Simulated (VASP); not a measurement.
Computed with PW91 GGA, VASP's PBE PAW potentials (set 64) (plane waves; VASP).

VASP ran on this input.

**KPOINTS**
```
k-points along high-symmetry lines
15
Line-mode
Reciprocal
  0.000000   0.000000   0.000000 ! GAMMA
 -0.500000  -0.500000   0.000000 ! X

 -0.500000  -0.500000   0.000000 ! X
 -0.375000  -0.375000   0.250000 ! U

 -0.375000   0.000000   0.375000 ! K
  0.000000   0.000000   0.000000 ! GAMMA

  0.000000   0.000000   0.000000 ! GAMMA
  0.000000   0.000000   0.500000 ! L

  0.000000   0.000000   0.500000 ! L
 -0.500000  -0.250000   0.250000 ! W

 -0.500000  -0.250000   0.250000 ! W
 -0.500000  -0.500000   0.000000 ! X
```

POSCAR:
```
GaAs
4.0624780
  0.0000000000   0.7071068433   0.7071068433
  0.7071068433   0.0000000000   0.7071068433
  0.7071068433   0.7071068433   0.0000000000
Ga As
1 1
Cart
  0.0000000000   0.0000000000   0.0000000000
  0.3535534216   0.3535534216   0.3535534216
```

**INCAR**
```
# general
SYSTEM   =  GaAs
PREC     =  Accurate
ENCUT    =  520
LREAL    =  .False.
LASPH    =  .True.
ICHARG   =  11

# electronic loop
EDIFF    =  1E-7
NELM     =  100
ALGO     =  Normal
LMAXMIX  =  4

# smearing
ISMEAR   =  0
SIGMA    =  0.05

# functional
GGA      =  91

# output
LWAVE    =  .False.
LCHARG   =  .False.
LORBIT   =  11
```

POTCAR, in this order: Ga_d As (PBE.64 set). Program: vasp_std. Read from the step before: CHGCAR.

The run wrote:

OSZICAR:
```
       N       E                     dE             d eps       ncg     rms          rms(c)
DAV:   1     0.816885400828E+02    0.81689E+02   -0.93108E+03  2377   0.189E+03
DAV:   2    -0.319652084080E+00   -0.82008E+02   -0.78877E+02  2560   0.332E+02
DAV:   3    -0.672246904088E+01   -0.64028E+01   -0.62830E+01  2938   0.751E+01
DAV:   4    -0.683502546425E+01   -0.11256E+00   -0.11234E+00  2772   0.110E+01
DAV:   5    -0.683687998530E+01   -0.18545E-02   -0.18541E-02  2844   0.123E+00
DAV:   6    -0.683695290784E+01   -0.72923E-04   -0.72922E-04  3300   0.217E-01
DAV:   7    -0.683695354916E+01   -0.64133E-06   -0.64138E-06  2861   0.164E-02
DAV:   8    -0.683695356278E+01   -0.13619E-07   -0.13720E-07  2093   0.222E-03
   1 F= -.68369536E+01 E0= -.68367760E+01  d E =-.355087E-03
```

OUTCAR:
```
 val. band max:        3.4378566890   @ k =   0.0000   0.0000   0.0000

 cond. band min:       3.5875870894   @ k =   0.0000   0.0000   0.0000



 k-point     1 :       0.0000    0.0000    0.0000
  band No.  band energies     occupation
      1     -11.3321      2.00000
      2     -11.3321      2.00000
      3     -11.3321      2.00000
      4     -11.2639      2.00000
      5     -11.2639      2.00000
      6      -8.9481      2.00000
      7       3.4379      1.98156
      8       3.4379      1.98156
      9       3.4379      1.98156
     10       3.5876      0.06034
     11       7.1499      0.00000
     12       7.1499      0.00000
     13       7.1499      0.00000

 k-point     2 :      -0.0357   -0.0357    0.0000
  band No.  band energies     occupation
      1     -11.3336      2.00000
      2     -11.3316      2.00000
      3     -11.3316      2.00000
      4     -11.2641      2.00000
      5     -11.2637      2.00000
      6      -8.9294      2.00000
      7       2.8908      2.00000
      8       3.3758      1.99996
      9       3.3758      1.99996
     10       4.1314      0.00000
     11       7.0783      0.00000
     12       7.2359      0.00000
     13       7.2359      0.00000

 k-point     3 :      -0.0714   -0.0714    0.0000
  band No.  band energies     occupation
      1     -11.3380      2.00000
      2     -11.3302      2.00000
      3     -11.3302      2.00000
      4     -11.2646      2.00000
      5     -11.2633      2.00000
      6      -8.8735      2.00000
      7       2.2794      2.00000
      8       3.2062      2.00000
      9       3.2062      2.00000
     10       4.7272      0.00000
     11       6.8903      0.00000
     12       7.4767      0.00000
     13       7.4767      0.00000

 k-point     4 :      -0.1071   -0.1071    0.0000
  band No.  band energies     occupation
      1     -11.3447      2.00000
      2     -11.3278      2.00000
      3     -11.3278      2.00000
      4     -11.2656      2.00000
...
```

The density is held fixed in this step, so its total energy and stress have no physical meaning.

The compound is GaAs in the zinc blende structure. It was relaxed first, which changed the volume by +5 %.
